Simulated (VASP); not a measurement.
**Band-edge properties of CdH2 (Fm-3m)**

Wanted: where the band edges of CdH2 lie, how heavy the carriers are and how strain moves the gap. The cell is generated by rule, not measured, and may not be a known phase.

Main program and level: VASP 6.6.1; PBE; plane waves and PAW (Cd, H), in the first sound run; inputs show where later runs differ.

The structure was built from a prototype and need not be the compound's stable phase.

## (1) Set-up

Symmetry: Fm-3m, No. 225, cubic system. Conventional cell: a = 5.644 Å, b = 5.644 Å, c = 5.644 Å, α = 90.00°, β = 90.00°, γ = 90.00°. Nearest to Cd lie 8 H at 2.44 Å. Nearest to H lie 4 Cd at 2.44 Å. Farther neighbours are not listed.

As a file:

```cif
data_structure
_symmetry_space_group_name_H-M 'P 1'
_symmetry_Int_Tables_number 1
_cell_length_a 3.9910
_cell_length_b 3.9910
_cell_length_c 3.9910
_cell_angle_alpha 60.000
_cell_angle_beta 60.000
_cell_angle_gamma 60.000
_cell_volume 44.95
loop_
_atom_site_label
_atom_site_type_symbol
_atom_site_fract_x
_atom_site_fract_y
_atom_site_fract_z
_atom_site_occupancy
Cd1 Cd 0.00000 0.00000 0.00000 1
H2 H 0.25000 0.25000 0.25000 1
H3 H 0.75000 0.75000 0.75000 1
```

## (2) Relaxation of the atoms

The cell is kept as given; the atoms are relaxed first, so that no residual force shifts the band edges.

Input file INCAR:

```
SYSTEM = CdH2
PREC = Accurate
ENCUT = 400
EDIFF = 1E-06
NELM = 100
ISMEAR = 0
SIGMA = 0.02
LREAL = .FALSE.
ALGO = Normal
GGA = PE
NBANDS = 13
LORBIT = 11
LWAVE = .FALSE.
LCHARG = .FALSE.
KPAR = 4
IBRION = 2
NSW = 40
ISIF = 2
EDIFFG = -0.005
```

Input file POSCAR:

```
CdH2
1.0
    0.0000000000      2.8220900000      2.8220900000
    2.8220900000      0.0000000000      2.8220900000
    2.8220900000      2.8220900000      0.0000000000
Cd H
1 2
Direct
    0.0000000000      0.0000000000      0.0000000000
    0.2500000000      0.2500000000      0.2500000000
    0.7500000000      0.7500000000      0.7500000000
```

Input file KPOINTS:

```
Automatic mesh
0
Gamma
8 8 8
0 0 0
```

Potentials, in the order of the species: Cd and H (PBE family, release 64).

Started as:

```
mpirun -np 4 vasp_std
```

The log of the run:

```text
[banner, memory and clock lines left out]
running    4 mpi-ranks, on    1 nodes
 distrk:  each k-point on    1 cores,    4 groups
 distr:  one band on    1 cores,    1 groups

 POSCAR found type information on POSCAR CdH
 POSCAR found :  2 types and       3 ions
 LDA part: xc-table for (Slater+PW92), standard interpolation
 POSCAR, INCAR and KPOINTS ok, starting setup
 FFT: planning ... GRIDC
 FFT: planning ... GRID_SOFT
 FFT: planning ... GRID
 WAVECAR not read
 entering main loop
       N       E                     dE             d eps       ncg     rms          rms(c)
DAV:   1     0.582346954332E+02    0.58235E+02   -0.62347E+03   802   0.780E+02
DAV:   2    -0.437487451022E+01   -0.62610E+02   -0.59612E+02   909   0.209E+02
DAV:   3    -0.605394930325E+01   -0.16791E+01   -0.16698E+01   884   0.376E+01
DAV:   4    -0.605667139192E+01   -0.27221E-02   -0.27220E-02   884   0.157E+00
DAV:   5    -0.605668254805E+01   -0.11156E-04   -0.11156E-04   927   0.904E-02    0.515E+00
DAV:   6    -0.541563984740E+01    0.64104E+00   -0.89144E-01   843   0.998E+00    0.378E+00
DAV:   7    -0.537744272080E+01    0.38197E-01   -0.24212E-01   807   0.303E+00    0.127E+00
DAV:   8    -0.537880510875E+01   -0.13624E-02   -0.23931E-02   814   0.174E+00    0.337E-01
DAV:   9    -0.538017606493E+01   -0.13710E-02   -0.32400E-03   807   0.510E-01    0.683E-02
DAV:  10    -0.538013909628E+01    0.36969E-04   -0.15298E-04   874   0.121E-01    0.304E-02
DAV:  11    -0.538016093237E+01   -0.21836E-04   -0.31980E-05   814   0.310E-02    0.181E-02
DAV:  12    -0.538015977848E+01    0.11539E-05   -0.21074E-06   851   0.102E-02    0.347E-03
DAV:  13    -0.538016014738E+01   -0.36890E-06   -0.21135E-06   784   0.687E-03
   1 F= -.53801601E+01 E0= -.53801601E+01  d E =-.538016E+01
 curvature:   0.00 expect dE= 0.000E+00 dE for cont linesearch  0.000E+00
 trial: gam= 0.00000 g(F)=  0.991E-50 g(S)=  0.000E+00 ort = 0.000E+00 (trialstep = 0.100E+01)
 search vector abs. value=  0.100E-09
 reached required accuracy - stopping structural energy minimisation
```

Elapsed: 6 s, on 4 MPI ranks of AMD EPYC 7R43, shared host; peak memory 0.45 GiB.

The logs omit lines about the potential files and the build; timing stands in the text.

Parts of OUTCAR (step 2):

```text
ion  position               nearest neighbor table
   1  0.000  0.000  0.000-
   2  0.250  0.250  0.250-
   3  0.750  0.750  0.750-

  LATTYP: Found a face centered cubic cell.
 ALAT       =     5.6441800000

 Subroutine GETGRP returns: Found 48 space group operations
 (whereof 48 operations were pure point group operations)

The static configuration has the point symmetry O_h .

 Found     29 irreducible k-points:

   k-points           NKPTS =     29   k-points in BZ     NKDIM =     29   number of bands    NBANDS=     13

   dimension x,y,z NGX =    28 NGY =   28 NGZ =   28
   dimension x,y,z NGXF=    56 NGYF=   56 NGZF=   56

   ENCUT  =  400.0 eV  29.40 Ry    5.42 a.u.   6.51  6.51  6.51*2*pi/ulx,y,z

   NELECT =      14.0000    total number of electrons

 k-points in reciprocal lattice and weights: Automatic mesh
   0.00000000  0.00000000  0.00000000       0.002
   0.12500000  0.00000000  0.00000000       0.016
   0.25000000  0.00000000  0.00000000       0.016
   0.37500000  0.00000000  0.00000000       0.016
   0.50000000  0.00000000  0.00000000       0.008
   0.12500000  0.12500000  0.00000000       0.012
   0.25000000  0.12500000  0.00000000       0.047
   0.37500000  0.12500000  0.00000000       0.047
   0.50000000  0.12500000  0.00000000       0.047
[...]
-0.37500000  0.50000000  0.12500000       0.023
  -0.25000000  0.50000000  0.25000000       0.012

 average (electrostatic) potential at core
       1 -42.0011       2 -36.1910       3 -36.1910

 E-fermi :  -0.5635

 k-point     1 :       0.0000    0.0000    0.0000
  band No.  band energies     occupation
    ...
      2      -8.6412      2.00000
      3      -8.6412      2.00000
      4      -8.5323      2.00000
      5      -8.5323      2.00000
      6      -7.5939      2.00000
      7      -0.0317      0.00000
      8       7.1660      0.00000
      9       8.1261      0.00000
     10       8.1261      0.00000
     11       8.1261      0.00000
    ...

 k-point     2 :       0.1250    0.0000    0.0000
  band No.  band energies     occupation
    ...
      2      -8.6279      2.00000
      3      -8.6279      2.00000
      4      -8.5319      2.00000
      5      -8.5319      2.00000
      6      -7.3759      2.00000
      7      -0.1576      0.00000
      8       5.6110      0.00000
      9       7.3866      0.00000
     10       7.6272      0.00000
     11       7.6272      0.00000
    ...

 k-point     3 :       0.2500    0.0000    0.0000
  band No.  band energies     occupation
    ...
      3      -8.6124      2.00000
      4      -8.5165      2.00000
      5      -8.5165      2.00000
      6      -6.7001      2.00000
      7      -0.8358      2.00000
      8       3.8638      0.00000
      9       6.4340      0.00000
     10       6.9445      0.00000
     11       6.9445      0.00000
     12      10.7238      0.00000
    ...

  Total       -2.7821710     -2.7821710     -2.7821710     -0.0000000      0.0000000      0.0000000
  in kB      -99.1634946    -99.1634946    -99.1634946     -0.0000000      0.0000000      0.0000000
  external PRESSURE =     -99.1634946 kB  Pullay stress =       0.0000000 kB

  energy-cutoff  :      400.00
  volume of cell :       44.95
      direct lattice vectors                 reciprocal lattice vectors
     0.000000000  2.822090000  2.822090000    -0.177173655  0.177173655  0.177173655
     2.822090000  0.000000000  2.822090000     0.177173655 -0.177173655  0.177173655
     2.822090000  2.822090000  0.000000000     0.177173655  0.177173655 -0.177173655

 POSITION                                       TOTAL-FORCE (eV/Angst)
 -----------------------------------------------------------------------------------
      0.00000      0.00000      0.00000        -0.000000      0.000000      0.000000
      1.41105      1.41105      1.41105        -0.000000     -0.000000      0.000000
      4.23314      4.23314      4.23314         0.000000      0.000000     -0.000000
 -----------------------------------------------------------------------------------
    total drift:                               -0.000000     -0.000000      0.000000

  FREE ENERGIE OF THE ION-ELECTRON SYSTEM (eV)
  ---------------------------------------------------
  free  energy   TOTEN  =        -5.3801601474 eV

  energy  without entropy=       -5.3801600017  energy(sigma->0) =       -5.38016007

 reached required accuracy - stopping structural energy minimisation

 total charge
# of ion       s       p       d       tot
------------------------------------------
    1        0.392   0.158   9.560  10.110
    2        0.447   0.003   0.000   0.451
    3        0.447   0.003   0.000   0.451
--------------------------------------------------
tot          1.287   0.165   9.560  11.012

[... 3 further parts left out ...]
```

CONTCAR:

```
CdH2
   1.00000000000000
     0.0000000000000000    2.8220900000000002    2.8220900000000002
     2.8220900000000002    0.0000000000000000    2.8220900000000002
     2.8220900000000002    2.8220900000000002    0.0000000000000000
  Cd              H
     1     2
Direct
     0.0000000000000000    0.0000000000000000    0.0000000000000000
     0.2500000000000000    0.2500000000000000    0.2500000000000000
     0.7500000000000000    0.7500000000000000    0.7500000000000000
```

The run keeps the 48 symmetry operations of its start, so it cannot find a distortion of lower symmetry.

The forces vanish from the start, and no atom moves.

This step gave:

| Item | Value |
| --- | --- |
| SCF cycles | 13 |
| electrons | 14 |
| bands | 13 |
| irreducible k-points | 29 |
| symmetry operations | 48 |
| free energy (TOTEN) | -5.380 eV |
| Fermi energy | -0.5635 eV |
| pressure | -9.916 GPa |
| metallic | yes |

## (3) Bands on a dense mesh

A dense even mesh and a path are solved together, since either alone can miss a band edge.

Edit INCAR of step 2 so:

```diff
@@ -10,3 +10,3 @@
 GGA = PE
-NBANDS = 13
+NBANDS = 20
 LORBIT = 11
@@ -15,5 +15,2 @@
 KPAR = 4
-IBRION = 2
-NSW = 40
 ISIF = 2
-EDIFFG = -0.005
```

POSCAR is that of step 2.

Input file KPOINTS:

```
Automatic mesh
0
Gamma
12 12 12
0 0 0
```

Input file KPOINTS_OPT:

```
Line mode
24
Line-mode
Reciprocal
  0.00000000   0.00000000   0.00000000 GAMMA
  0.50000000   0.00000000   0.50000000 X

  0.50000000   0.00000000   0.50000000 X
  0.50000000   0.25000000   0.75000000 W

  0.50000000   0.25000000   0.75000000 W
  0.37500000   0.37500000   0.75000000 K

  0.37500000   0.37500000   0.75000000 K
  0.00000000   0.00000000   0.00000000 GAMMA

  0.00000000   0.00000000   0.00000000 GAMMA
  0.50000000   0.50000000   0.50000000 L

  0.50000000   0.50000000   0.50000000 L
  0.62500000   0.25000000   0.62500000 U

  0.62500000   0.25000000   0.62500000 U
  0.50000000   0.25000000   0.75000000 W

  0.50000000   0.25000000   0.75000000 W
  0.50000000   0.50000000   0.50000000 L

  0.50000000   0.50000000   0.50000000 L
  0.37500000   0.37500000   0.75000000 K

  0.62500000   0.25000000   0.62500000 U
  0.50000000   0.00000000   0.50000000 X
```

Started as:

```
mpirun -np 4 vasp_std
```

The log of the run:

```text
[... set-up lines as in an earlier step ...]
 entering main loop
       N       E                     dE             d eps       ncg     rms          rms(c)
DAV:   1     0.692169285940E+02    0.69217E+02   -0.57556E+03  3064   0.506E+02
DAV:   2    -0.391520307661E+01   -0.73132E+02   -0.66925E+02  3276   0.158E+02
DAV:   3    -0.605251125047E+01   -0.21373E+01   -0.21292E+01  3436   0.288E+01
DAV:   4    -0.605659390465E+01   -0.40827E-02   -0.40825E-02  3196   0.125E+00
DAV:   5    -0.605660760088E+01   -0.13696E-04   -0.13696E-04  3288   0.684E-02    0.515E+00
DAV:   6    -0.541850004232E+01    0.63811E+00   -0.63530E-01  3180   0.651E+00    0.368E+00
DAV:   7    -0.538030852269E+01    0.38192E-01   -0.16054E-01  3196   0.181E+00    0.125E+00
DAV:   8    -0.538371689145E+01   -0.34084E-02   -0.11150E-02  3144   0.823E-01    0.303E-01
DAV:   9    -0.538520407295E+01   -0.14872E-02   -0.15465E-03  3136   0.226E-01    0.892E-02
DAV:  10    -0.538518730846E+01    0.16764E-04   -0.51199E-05  3260   0.392E-02    0.395E-02
DAV:  11    -0.538520686302E+01   -0.19555E-04   -0.45113E-05  3108   0.261E-02    0.377E-02
DAV:  12    -0.538520172826E+01    0.51348E-05   -0.65430E-06  3160   0.113E-02    0.100E-02
DAV:  13    -0.538520147378E+01    0.25448E-06   -0.20223E-06  3196   0.480E-03
   1 F= -.53852015E+01 E0= -.53850509E+01  d E =-.301104E-03
 Start KPOINTS_OPT (optional k-point list driver)
k-point batch [1-72\240]
       N       E                     dE             ncg
DAV:   1    -0.164426389238E+04   -0.28060E+05     3056
DAV:   2    -0.689238634307E+04   -0.52481E+04     3260
DAV:   3    -0.705065395874E+04   -0.15827E+03     3536
DAV:   4    -0.705096726786E+04   -0.31331E+00     3296
DAV:   5    -0.705096845787E+04   -0.11900E-02     3352
DAV:   6    -0.705096846626E+04   -0.83918E-05     3176
DAV:   7    -0.705096846648E+04   -0.21625E-06     2668
[...]
k-point batch [217-240\240]
       N       E                     dE             ncg
DAV:   1     0.198094546737E+05   -0.11623E+05     1048
DAV:   2     0.181426684048E+05   -0.16668E+04     1076
DAV:   3     0.180931287611E+05   -0.49540E+02     1268
DAV:   4     0.180930296307E+05   -0.99130E-01     1124
DAV:   5     0.180930292336E+05   -0.39709E-03     1176
DAV:   6     0.180930292307E+05   -0.29337E-05     1136
DAV:   7     0.180930292306E+05   -0.76747E-07      988
```

Run time: 37 s. Hardware: 4 MPI ranks; peak memory 0.71 GiB; 2.4 min of CPU time.

OUTCAR, selected parts (step 3):

```text
The static configuration has the point symmetry O_h .

 Found     72 irreducible k-points:

   k-points           NKPTS =     72   k-points in BZ     NKDIM =     72   number of bands    NBANDS=     20

   NELECT =      14.0000    total number of electrons

 E-fermi :  -0.6454

 k-point     1 :       0.0000    0.0000    0.0000
  band No.  band energies     occupation
    ...
      2      -8.6413      2.00000
      3      -8.6413      2.00000
      4      -8.5326      2.00000
      5      -8.5326      2.00000
      6      -7.5914      2.00000
      7      -0.0279      0.00000
      8       7.1697      0.00000
      9       8.1273      0.00000
     10       8.1273      0.00000
     11       8.1273      0.00000
    ...

 k-point     2 :       0.0833    0.0000    0.0000
  band No.  band energies     occupation
    ...
      2      -8.6348      2.00000
      3      -8.6348      2.00000
      4      -8.5328      2.00000
      5      -8.5328      2.00000
      6      -7.4951      2.00000
      7      -0.0773      0.00000
      8       6.3373      0.00000
      9       7.6760      0.00000
     10       7.8641      0.00000
     11       7.8641      0.00000
    ...

  Total       -2.7822638     -2.7822638     -2.7822638      0.0000000     -0.0000000      0.0000000
  in kB      -99.1668029    -99.1668029    -99.1668029      0.0000000     -0.0000000      0.0000000
  external PRESSURE =     -99.1668029 kB  Pullay stress =       0.0000000 kB

 POSITION                                       TOTAL-FORCE (eV/Angst)
 -----------------------------------------------------------------------------------
      0.00000      0.00000      0.00000         0.000000     -0.000000     -0.000000
      1.41105      1.41105      1.41105         0.000000      0.000000      0.000000
      4.23314      4.23314      4.23314        -0.000000     -0.000000     -0.000000
 -----------------------------------------------------------------------------------
    total drift:                               -0.000000     -0.000000      0.000000

  FREE ENERGIE OF THE ION-ELECTRON SYSTEM (eV)
  ---------------------------------------------------
  free  energy   TOTEN  =        -5.3852014738 eV

  energy  without entropy=       -5.3849003700  energy(sigma->0) =       -5.38505092

 total charge
# of ion       s       p       d       tot
------------------------------------------
    1        0.394   0.158   9.559  10.110
    2        0.448   0.003   0.000   0.451
    3        0.448   0.003   0.000   0.451
--------------------------------------------------
tot          1.289   0.164   9.559  11.012

[... 6 parts as in an earlier step ...]

[... 6 further parts left out ...]
```

Numbers from this step:

```yaml
bands: 20
irreducible_k_points: 72
free_energy_toten: -5.385 eV
energy_at_zero_smearing: -5.385 eV
fermi_energy: -0.6454 eV
pressure: -9.917 GPa
```

Electronic bands along the path, in eV, zero at the Fermi level; # counts the bands kept:

```tsv
point	#4	#5	#6	#7	#8	#9	#10	#11
Γ	-7.89	-7.89	-6.95	0.62	7.82	8.77	8.77	8.77
0.48 of the way	-7.91	-7.85	-5.91	0.26	3.74	5.80	5.80	8.28
X	-7.80	-7.80	-3.51	-0.60	-0.05	4.26	4.26	7.22
0.48 of the way	-7.83	-7.80	-3.18	-0.81	-0.51	3.50	5.40	8.70
W	-7.86	-7.80	-2.17	-2.17	-0.40	2.88	7.97	7.97
0.48 of the way	-7.86	-7.81	-2.63	-1.92	-0.16	3.28	6.49	9.21
K	-7.85	-7.83	-2.82	-1.94	0.01	4.39	4.92	9.92
0.48 of the way	-7.91	-7.87	-5.49	-0.47	2.95	6.31	7.11	7.66
Γ	-7.89	-7.89	-6.95	0.62	7.82	8.77	8.77	8.77
0.52 of the way	-7.87	-7.87	-5.97	-0.29	4.42	7.00	7.54	7.54
L	-7.82	-7.82	-3.52	-3.29	3.83	5.97	6.99	6.99
0.52 of the way	-7.89	-7.82	-3.17	-2.87	1.86	5.08	5.92	8.28
U	-7.85	-7.83	-2.82	-1.94	0.01	4.39	4.92	9.92
0.48 of the way	-7.86	-7.81	-2.66	-1.92	-0.14	3.36	6.34	9.31
W	-7.86	-7.80	-2.17	-2.17	-0.40	2.88	7.97	7.97
0.48 of the way	-7.91	-7.82	-3.04	-2.76	1.49	4.23	7.14	7.65
L	-7.82	-7.82	-3.52	-3.29	3.83	5.97	6.99	6.99
0.52 of the way	-7.89	-7.82	-3.17	-2.87	1.86	5.08	5.92	8.28
K	-7.85	-7.83	-2.82	-1.94	0.01	4.39	4.92	9.92
jump to U	-7.85	-7.83	-2.82	-1.94	0.01	4.39	4.92	9.92
0.52 of the way	-7.83	-7.81	-3.34	-0.72	-0.33	4.23	4.42	8.09
X	-7.80	-7.80	-3.51	-0.60	-0.05	4.26	4.26	7.22
```

Of the projections kept (Cd, H), the largest for each band there; the rest of the weight can lie on other orbitals:

```tsv
point	#4	#5	#6	#7	#8	#9	#10	#11
Γ	Cd 1.00	Cd 1.00	Cd 0.58	H 1.00	H 0.54	Cd 1.00	Cd 0.99	Cd 0.99
X	Cd 1.00	Cd 1.00	H 0.75	Cd 0.99	H 0.77	Cd 0.94	Cd 0.94	Cd 0.99
W	Cd 1.00	Cd 1.00	H 0.67	H 0.67	Cd 0.99	Cd 0.94	Cd 0.56	Cd 0.56
K	Cd 1.00	Cd 1.00	H 0.69	Cd 0.51	Cd 0.86	Cd 0.59	Cd 0.94	H 0.51
Γ	Cd 1.00	Cd 1.00	Cd 0.58	H 1.00	H 0.54	Cd 0.99	Cd 0.99	Cd 0.99
L	Cd 1.00	Cd 1.00	Cd 0.69	H 0.72	Cd 0.56	H 0.78	Cd 0.96	Cd 0.96
```

At -9.9 GPa the cell is away from the equilibrium volume of this level: left free, it would shrink.

[end of part 1 of 3]

[Lines on the potential files, build, host, timing and source positions are cut from VASP's logs without a mark.]

[Logs are printed without paths, hosts, clocks, repeated set-up lines and the standing remarks that a program may print on its own settings, such as how far it seeks lower states.]

[Hosts, paths, dates, database ids (printed as entryN), source tags and the programs' standing remarks are cut or masked in the printed files.]

[In band tables of VASP the shares of atoms and orbitals are scaled to a sum of 1 inside the atoms' spheres.]

[Gaps and slopes under strain along one axis are those of the sampled path and mesh points; where strain splits equal valleys, another of them can be the edge.]
